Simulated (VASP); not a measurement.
Input:

```
CELL_PARAMETERS angstrom
      4.08556     0.00000     0.00000
      0.00000     4.08556     0.00000
      0.00000     0.00000     4.08556
ATOMIC_POSITIONS crystal
  Ba 0.00000 0.00000 0.00000
  Ti 0.50000 0.50000 0.50000
  O  0.50000 0.00000 0.50000
  O  0.00000 0.50000 0.50000
  O  0.50000 0.50000 0.00000
```

Calculation: optB86b-vdW, VASP's PBE PAW potentials (set 64) (plane waves; VASP). Settings: 520 eV cut-off, 6×6×6 Γ-centred mesh, Gaussian smearing of 0.050 eV, potentials Ba_sv Ti_sv O.

Unless said otherwise, spin-orbit coupling is left out, though it shifts the bands of the heavy elements here.

**Question.** Predict the energy per atom (σ→0), pressure, band gap (on the k-mesh) with the smallest direct gap where there is one.

**Answer.** 
- band gap (on the k-mesh): 1.61 eV
- smallest direct gap (on the k-mesh): 1.81 eV
- energy per atom (σ→0): -6.200 eV/atom
- pressure: -8.84 GPa

Only differences to runs with the same potentials and settings are physical.

The compound is BaTiO3 in the cubic perovskite structure, the ideal cubic form; the compound distorts at low or room temperature. This cell is one point of a volume scan, at 1.06 of the reference volume.
